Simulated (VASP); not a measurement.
Write the native input for VASP 6.6.1 that does the following.

| Property | Result |
| --- | --- |
| Task | single point |
| Functional | PBE |
| Potentials or basis | VASP PAW PBE potentials, release 64 (Er, Pd) |
| Cutoff | 520 eV |
| k mesh | 10 × 10 × 10 |
| Occupations | fermi-dirac, width 0.05 eV |
| Spin | collinear spin, ferromagnetic start |
| Starting moments | [3.0, 0.0, 0.0] μB |
| Further INCAR settings | ALGO = Normal; EDIFF = 1e-07; NBANDS = 32 |

The structure of ErPd2 lies in POSCAR:

```
ErPd2
1.0
   -1.9617642200      1.9617642200      4.0888222700
    1.9617642200     -1.9617642200      4.0888222700
    1.9617642200      1.9617642200     -4.0888222700
Er Pd
1 2
Direct
    0.0000000000      0.0000000000      0.0000000000
    0.2500000000      0.7500000000      0.5000000000
    0.7500000000      0.2500000000      0.5000000000
```

The cell comes from a database or a generator and needn't be the stable form of this composition.

These files were run (other wordings do the same):

INCAR

```
  PREC = Accurate
  ENCUT = 520
  EDIFF = 1E-7
  ISMEAR = -1
  SIGMA = 0.05
  LREAL = F
  LASPH = T
  NELM = 100
  ALGO = Normal
  ISIF = 2
  LWAVE = F
  LCHARG = F
  ISPIN = 2
  MAGMOM = 3 0 0
  LORBIT = 11
  LMAXMIX = 6
  GGA = PE
  NBANDS = 32
```

KPOINTS

```
regular mesh
0
Gamma
  10 10 10
```

Potentials or basis: VASP PAW PBE potentials, release 64 (Er, Pd).

Launch:

```sh
$ cat potpaw_PBE.64/Er/POTCAR potpaw_PBE.64/Pd/POTCAR > POTCAR
$ mpirun -np 1 vasp_std > vasp.out
```

Results of the run:

```yaml
Pressure: 4.8 GPa
Band_gap_on_the_k_mesh: none (metal or under the smearing width)
Net_moment: 2.72 μB per cell
Site_moments: Er +2.60; Pd +0.04 μB
Valence_electrons_inside_the_program's_atomic_spheres: Er 19.65; Pd 9.51
```

Caveat: the magnetic or orbital state may not be the lowest; spin-orbit coupling is left out, which moves the levels of the heavy elements; without U or exact exchange the open f shell lies at the Fermi level, which spoils levels, moments and volumes.

Run time: 24 min on 1 thread of AMD EPYC 9R45 96-Core Processor (Zen 5), on a shared host, peak memory 0.52 GiB.
